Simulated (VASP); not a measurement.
Input of a VASP 6.6.1 run:

File INCAR:

```
PREC = Accurate
ENCUT = 600
EDIFF = 1E-8
ISMEAR = 0
SIGMA = 0.02
LREAL = False
LASPH = True
NELM = 100
ALGO = Fast
ISIF = 2
LWAVE = False
LCHARG = False
GGA = CA
LEPSILON = True
IBRION = 8
NSW = 1
```

Contents of KPOINTS:

```
Automatic mesh
0
Gamma
  8 8 8
```

POSCAR

```
GaP
1.0
    0.0000000000      2.7765900000      2.7765900000
    2.7765900000      0.0000000000      2.7765900000
    2.7765900000      2.7765900000      0.0000000000
Ga P
1 1
Direct
    0.0000000000      0.0000000000      0.0000000000
    0.7500000000      0.7500000000      0.7500000000
```

Potentials or basis: VASP PAW LDA potentials, release 64 (Ga_d, P).

The run is started by

```sh
$ cat potpaw_LDA.64/Ga_d/POTCAR potpaw_LDA.64/P/POTCAR > POTCAR
$ mpirun -np 1 vasp_std > vasp.out
```

Task: Predict the electronic dielectric tensor (diagonal).

Result: 13.24.

Task: What does it give for the Born charges (mean of the diagonal)?

Result: Ga +2.29; P -2.29 e.

Task: What does it give for the band gap on the k mesh?

Result: 1.18 eV, direct.

Task: Estimate the highest phonon frequency at Γ, LO-TO splitting left out.

Result: 327 cm⁻¹.

Born effective charge tensors (e):
atom 1, Ga
```
2.29 0.00 0.00
0.00 2.29 0.00
0.00 0.00 2.29
```
atom 2, P
```
-2.29  0.00  0.00
 0.00 -2.29  0.00
 0.00  0.00 -2.29
```

**Experimental background.**

From “Stacking defects in GaP nanowires: Electronic structure and optical properties”, 2018, arxiv:1810.01194, for a bulk crystal of GaP at 10 K: band gap 2.34 eV (indirect).

Against the measured gap of GaP, 2.34 eV (indirect; 10 K; quoted in “Stacking defects in GaP nanowires: Electronic structure and optical properties”, 2018, arxiv:1810.01194), the calculated 1.18 eV is off by -1.16 eV. Spin-orbit coupling on Ga is left out. The value is that of LDA on a finite k mesh, which can miss the band edges, without temperature or zero-point motion. Semilocal functionals fall short of measured gaps as a rule. The cell is a database's relaxed one, not the measured one, which moves gaps too.
